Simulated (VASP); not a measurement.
A convergence study with VASP on ZrSe2 (1T layered): one setting is varied, all else stays as given below, so the limit is that of these other settings. ε∞ is the independent-particle value.

```xyz
3
Lattice="1.8850 -3.2649 0.0000 1.8850 3.2649 0.0000 0.0000 0.0000 6.1400" Properties=species:S:1:pos:R:3 pbc="T T T"
Zr     0.0000     0.0000     0.0000
Se     1.8850     1.0883     1.5657
Se     1.8850    -1.0883     4.5743
```

The numbers are results of PBE GGA, VASP's PBE PAW potentials (set 64) (plane waves; VASP 6.6.1), not measurements. The tightest run used: 550 eV cut-off, 6×6×3 Γ-centred mesh, Gaussian smearing of 0.050 eV, potentials Zr_sv Se.

```
setting      mean ε∞  bands
-----------  -------  -----
NBANDS = 13    12.32     13
NBANDS = 14    14.91     14
NBANDS = 16    17.84     16
NBANDS = 20    19.67     20
```

Question: These are the cheaper rows. Estimate the results at NBANDS = 140, and how far the last row shown lies from them.

Answer: 
```
quantity  tightest run  last row shown is off by
--------  ------------  ------------------------
mean ε∞          20.12                     -0.45
```

Left out are rungs that failed or repeat a setting and relaxations that didn't move; long series are thinned to 24 rows.

The compound is ZrSe2 in the 1T layered structure. The cell was not relaxed at this level.
